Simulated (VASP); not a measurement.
Here is the system:

```
CELL_PARAMETERS angstrom
      0.00000     2.06080     2.06080
      2.06080     0.00000     2.06080
      2.06080     2.06080     0.00000
ATOMIC_POSITIONS crystal
  Ag 0.00000 0.00000 0.00000
```

All values below come from PBE GGA, VASP's PBE PAW potentials (set 64) (plane waves; VASP 6.6.1). Run with 300 eV cut-off, 9×9×9 Γ-centred mesh, Gaussian smearing of 0.27 eV, potentials Ag.

At this cut-off the stress carries a Pulay error, which pulls relaxed volumes low.

### Question
Give the stress tensor in GPa (positive for a compressed cell).

### Answer

```
1.39  0.00  0.00
0.00  1.39  0.00
0.00  0.00  1.39
```
The pressure is its mean diagonal, 1.39 GPa.

The structure comes from a computed database's Ag entry; how it stands against other phases isn't given here. The cell was not relaxed at this level.
